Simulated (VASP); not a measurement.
VASP input:

**KPOINTS**
```
Automatic mesh
0
Gamma
8 8 4
0 0 0
```

POSCAR:
```
AuBr
1
    4.3105634809     0.0000000000    -0.0000000000
   -2.1552817405     3.7330576103     0.0000000000
    0.0000000000    -0.0000000000     7.0290095922
Au Br
2 2
Direct
  0.3333330000   0.6666670000   0.9999711537
  0.6666670000   0.3333330000   0.4999711537
  0.3333330000   0.6666670000   0.3750288463
  0.6666670000   0.3333330000   0.8750288463
```

INCAR:
```
SYSTEM = AuBr
PREC = Accurate
ENCUT = 400
EDIFF = 1E-6
NELM = 100
ALGO = Normal
LREAL = .FALSE.
LASPH = .TRUE.
ISMEAR = 1
SIGMA = 0.1
GGA = PS
LMAXMIX = 6
LWAVE = .FALSE.
LCHARG = .FALSE.
IBRION = 2
ISIF = 3
NSW = 60
EDIFFG = -0.02
```

POTCAR, in this order: Au Br (PBE.64 set). Program: vasp_std.

Question: Translate this PBEsol calculation to Ansatz.

Answer: One equivalent input (not run):
Ansatz 0.2 input:
```yaml
crystal:
  lattice:
    - [4.3105635, 0.0000000, 0.0000000]
    - [-2.1552817, 3.7330576, 0.0000000]
    - [0.0000000, 0.0000000, 7.0290096]
  atoms:
    - { symbol: Au, position: [0.3333330, 0.6666670, 0.9999712] }
    - { symbol: Au, position: [0.6666670, 0.3333330, 0.4999712] }
    - { symbol: Br, position: [0.3333330, 0.6666670, 0.3750288] }
    - { symbol: Br, position: [0.6666670, 0.3333330, 0.8750288] }
kpoints:
  mp_grid: { grid: [8, 8, 4] }
hamiltonian:
  xc: pbesol
  pseudopotentials: { kind: paw }
scf:
  occupations: { method: methfessel_paxton, width: 0.1 }
  max_iter: 100
relax:
  max_steps: 60
  f_tol: 0.02
  cell: {}
output: { forces: true, stress: true, eigenvalues: true }
```
The two are equivalent in intent, not identical: each code has its own PAW files, so the cut-off isn't converted (ENCUT is set for VASP's; basis.ecutwfc is left out, and Ansatz then takes the one that its files recommend); Ansatz stops its SCF on the density residual and VASP on the energy change (EDIFF).

The structure was generated: AuBr was put into the wurtzite type (P6_3mc), which need not be its known phase. This run relaxes it. Symmetry was kept, so distortions that lower it aren't found. The start is the result of an earlier pass.
